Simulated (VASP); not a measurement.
The system is ZnCd2SeS2.

```
Zn Cd Se S
1.0
     5.44964    0.00000    0.00000
    -2.72482    4.71953    0.00000
     0.00000    0.00000    6.64811
Zn Cd Se S
1 2 1 2
Cartesian
  0.0000 0.0000 0.0000
  0.0000 3.1464 3.3241
  2.7248 1.5732 3.3241
  0.0000 0.0000 3.3241
  0.0000 3.1464 0.0000
  2.7248 1.5732 0.0000
```

The cell was built by a generator and needn't be a form met in nature.

* Program: VASP 6.6.1
* Task: relaxation of cell and atoms
* Functional: PBE
* Potentials or basis: VASP PAW PBE potentials, release 64 (Zn, Cd, Se, S)
* Cutoff: 520 eV
* k mesh: 3 × 3 × 2
* Occupations: gaussian, width 0.15 eV
* Spin: no spin polarisation

At the start: pressure -8.5 GPa; volume 28.50 Å³/atom.

Where does the relaxation end?

Over 12 steps the energy falls by 416.7 meV/atom and the volume is 20.59 Å³/atom (-27.8 %); space group P6/mmm (No. 191, to 0.05 Å).

The path:
```csv
step,energy change (eV),largest force (eV/Å),pressure (GPa),volume (Å³)
1,0.0000,0.0000,-8.53,170.99
2,-1.4608,0.0000,-3.38,136.12
3,-1.5433,0.0000,-0.73,128.67
4,-1.5426,0.0000,0.16,127.42
5,-1.8976,0.0000,0.80,122.25
6,-1.4774,0.0000,16.75,105.58
7,-2.1348,0.0000,2.52,118.21
8,-2.2375,0.0000,7.48,112.02
9,-2.2675,0.0000,5.28,114.26
10,-2.4475,0.0000,3.34,118.28
11,-2.4617,0.0000,2.61,119.90
12,-2.5002,0.0000,0.12,123.53
```

Final structure:
```xyz
6
Lattice="5.2503 0.0000 0.0000 -2.6252 4.5469 0.0000 0.0000 0.0000 5.1744" Properties=species:S:1:pos:R:3 pbc="T T T"
Zn    0.0000    0.0000    0.0000
Cd    0.0000    3.0313    2.5872
Cd    2.6252    1.5156    2.5872
Se    0.0000    0.0000    2.5872
S     0.0000    3.0313    0.0000
S     2.6252    1.5156    0.0000
```

Caveat: the k mesh is coarse (spacing up to 0.47 Å⁻¹), so the values aren't converged; the volume moved by over 15 % at a fixed basis, so the end points are rough.
